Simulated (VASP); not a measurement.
All values below come from PBE GGA, VASP's PBE PAW potentials (set 64) (plane waves; VASP).

A VASP calculation is set up with these files.

**POSCAR**
```
Ti
1
    1.4750000000    -2.5547750000     0.0000000000
    1.4750000000     2.5547750000     0.0000000000
    0.0000000000     0.0000000000     4.6800000000
Ti
2
Direct
  0.3333330000   0.6666670000   0.2500000000
  0.6666670000   0.3333330000   0.7500000000
```

File KPOINTS:
```
Automatic mesh
0
G
 13 13 7
```

**INCAR**
```
SYSTEM = Ti
PREC = Accurate
ENCUT = 300
EDIFF = 1E-6
NELM = 100
ALGO = Normal
LREAL = .FALSE.
LASPH = .TRUE.
ISMEAR = -1
SIGMA = 0.1
GGA = PE
LMAXMIX = 4
LWAVE = .FALSE.
LCHARG = .FALSE.
ISIF = 2
```

POTCAR, in this order: Ti_sv (PBE.64 set). Program: vasp_std.

At this cut-off the stress carries a Pulay error, which pulls relaxed volumes low.

**Question.** Predict the energy per atom (σ→0), pressure, band gap (on the k-mesh).

**Answer.** 
```
Item                                                         Value
------------------------  ----------------------------------------
energy per atom (σ→0)                               -7.813 eV/atom
band gap (on the k-mesh)  none (metal, semimetal or under 0.01 eV)
pressure                                                 -1.62 GPa
```

**OSZICAR**
```
...
DAV:   7    -0.156615851201E+02    0.30864E-01   -0.72481E-01  4064   0.700E+00    0.197E+00
DAV:   8    -0.156735641332E+02   -0.11979E-01   -0.16857E-01  3264   0.555E+00    0.687E-01
DAV:   9    -0.156646098011E+02    0.89543E-02   -0.50221E-02  3240   0.250E+00    0.401E-02
DAV:  10    -0.156646552303E+02   -0.45429E-04   -0.11197E-03  4328   0.266E-01    0.443E-02
DAV:  11    -0.156646432286E+02    0.12002E-04   -0.49237E-05  2976   0.573E-02    0.745E-03
DAV:  12    -0.156646374513E+02    0.57773E-05   -0.46404E-06  3048   0.142E-02    0.337E-03
DAV:  13    -0.156646364984E+02    0.95289E-06   -0.30628E-07  1792   0.912E-03
   1 F= -.15664636E+02 E0= -.15625357E+02  d E =-.785580E-01
```

The structure is a typed Ti crystal (P6_3/mmc). The cell was not relaxed at this level.
